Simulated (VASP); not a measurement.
A cell of Os (hcp) near equilibrium:

```
Os
1.0
    1.37066    -2.37405     0.00000
    1.37066     2.37405     0.00000
    0.00000     0.00000     4.31688
Os
2
Direct
  0.33333   0.66667   0.25000
  0.66667   0.33333   0.75000
```

Calculation: r2SCAN meta-GGA, VASP's PBE PAW potentials (set 64) (plane waves; VASP).

```json
[
 {"run": "as it is", "ΔE (meV/atom)": "0.0", "σxx": "0.02", "σyy": "0.02", "σzz": "0.06", "largest shear component, with its sign (GPa)": "0.00", "largest force (eV/Å)": "0.000"},
 {"run": "after one change", "ΔE (meV/atom)": "16.3", "σxx": "-11.78", "σyy": "-11.78", "σzz": "-12.69", "largest shear component, with its sign (GPa)": "0.00", "largest force (eV/Å)": "0.000"}
]
```
Stress is in GPa, positive when the cell is compressed.

**Question.** Which change was made?
(A) atom 2 (Os) moved by 0.075 Å along z
(B) atom 2 (Os) moved by -0.150 Å along x
(C) isotropic strain of +1.0 %
(D) uniaxial strain of -1.5 % along x

**Answer.** C, isotropic strain of +1.0 %

The compound is Os in the hcp structure.
